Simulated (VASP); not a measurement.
These are PBE GGA with D3 dispersion (Becke-Johnson damping), VASP's PBE PAW potentials (set 64) (plane waves; VASP) values and carry that method's errors.

VASP ran on this input.

KPOINTS:
```
Automatic mesh
0
gamma
  13 13 13
0 0 0
```

POSCAR:
```
Li
1
   -1.7450000000     1.7450000000     1.7450000000
    1.7450000000    -1.7450000000     1.7450000000
    1.7450000000     1.7450000000    -1.7450000000
Li
1
Direct
  0.0000000000   0.0000000000   0.0000000000
```

**INCAR**
```
! general
SYSTEM=Li
PREC  =Accurate
ENCUT =520
LREAL =.FALSE.
LASPH =.TRUE.

! electronic loop
EDIFF =1E-6
NELM  =100   ! most electronic steps
ALGO  =Normal

! smearing
ISMEAR=1
SIGMA =0.1

! functional
GGA   =PE   ! PBE
IVDW  =12   ! D3, Becke-Johnson

! ions
IBRION=2   ! conjugate gradients
NSW   =60
ISIF  =3   ! ions, shape and volume
EDIFFG=-0.01

! output
LWAVE =.FALSE.
LCHARG=.FALSE.
```

POTCAR, in this order: Li_sv (PBE.64 set). Program: vasp_std.

Energy and stress use the plane-wave basis of the starting cell.

Problem. Predict the energy per atom (σ→0), dispersion energy, volume per atom, band gap (on the k-mesh).

Solution. 
- energy per atom (σ→0) = -201.2 kJ/mol of atoms
- dispersion energy = -0.189 eV
- band gap (on the k-mesh) = none (metal, semimetal or under 0.01 eV)
- volume per atom = 18.15 Å³/atom

OSZICAR:
```
...
DAV:   1    -0.189771249911E+01    0.46213E-02   -0.10893E-01  1085   0.385E+00    0.656E-01
DAV:   2    -0.189813917212E+01   -0.42667E-03   -0.29539E-02  1045   0.153E+00    0.500E-01
DAV:   3    -0.189704831540E+01    0.10909E-02   -0.90338E-03  1600   0.650E-01    0.395E-01
DAV:   4    -0.189611894855E+01    0.92937E-03   -0.17147E-03  1575   0.329E-01    0.116E-02
DAV:   5    -0.189614095224E+01   -0.22004E-04   -0.36631E-05   870   0.766E-02    0.619E-03
DAV:   6    -0.189614877988E+01   -0.78276E-05   -0.40752E-06   980   0.189E-02    0.791E-04
DAV:   7    -0.189614869040E+01    0.89477E-07   -0.17543E-07   430   0.529E-03
   4 F= -.20849380E+01 E0= -.20849426E+01  d E =-.198169E-01
```

The compound is Li in the bcc structure. This run relaxes it. Symmetry was kept, so distortions that lower it aren't found.
